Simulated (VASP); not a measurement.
The system is TiB5.

```xyz
6
Lattice="4.2796 0.0000 0.0000 -2.1398 3.7062 0.0000 0.0000 0.0000 3.4824" Properties=species:S:1:pos:R:3 pbc="T T T"
Ti    0.0000    0.0000    0.0000
B    -1.0699    1.8531    1.7412
B     0.0000    2.4708    0.0000
B     2.1398    1.2354    0.0000
B     2.1398    0.0000    1.7412
B     1.0699    1.8531    1.7412
```

The cell was built by a generator and needn't be a form met in nature.

The cell isn't the ideal one: species swapped into the ErNi5 type (P6/mmm, No. 191).

| Item | Value |
| --- | --- |
| Program | VASP 6.6.1 |
| Task | relaxation of cell and atoms |
| Functional | PBE |
| Potentials or basis | VASP PAW PBE potentials, release 64 (Ti_sv, B) |
| Cutoff | 600 eV |
| k mesh | 6 × 6 × 6 |
| Occupations | gaussian, width 0.1 eV |
| Spin | no spin polarisation |

At the start: pressure -36.9 GPa; volume 9.21 Å³/atom.

Task: How do energy, volume and symmetry change on relaxing?

Result: Over 7 steps the energy falls by 428.3 meV/atom and the volume is 7.22 Å³/atom (-21.5 %); space group P6/mmm (No. 191, to 0.05 Å).

Step by step:
| step | energy change (eV) | largest force (eV/Å) | pressure (GPa) | volume (Å³) |
| --- | --- | --- | --- | --- |
| 1 | 0.0000 | 0.0000 | -36.93 | 55.24 |
| 2 | -2.1795 | 0.0000 | 22.20 | 39.84 |
| 3 | -2.2764 | 0.0000 | 6.56 | 41.91 |
| 4 | -2.5309 | 0.0000 | 8.92 | 41.91 |
| 5 | -2.5327 | 0.0000 | 8.65 | 41.91 |
| 6 | -2.5591 | 0.0000 | -4.34 | 44.15 |
| 7 | -2.5701 | 0.0000 | -0.03 | 43.34 |

Final structure:
```
CELL_PARAMETERS angstrom
4.16239 0.00000 0.00000
-2.08119 3.60473 0.00000
0.00000 0.00000 2.88874
ATOMIC_POSITIONS crystal
Ti 0.00000 0.00000 0.00000
B 0.00000 0.50000 0.50000
B 0.33333 0.66667 0.00000
B 0.66667 0.33333 0.00000
B 0.50000 0.00000 0.50000
B 0.50000 0.50000 0.50000
```

Caveat: the volume moved by over 15 % at a fixed basis, so the end points are rough.
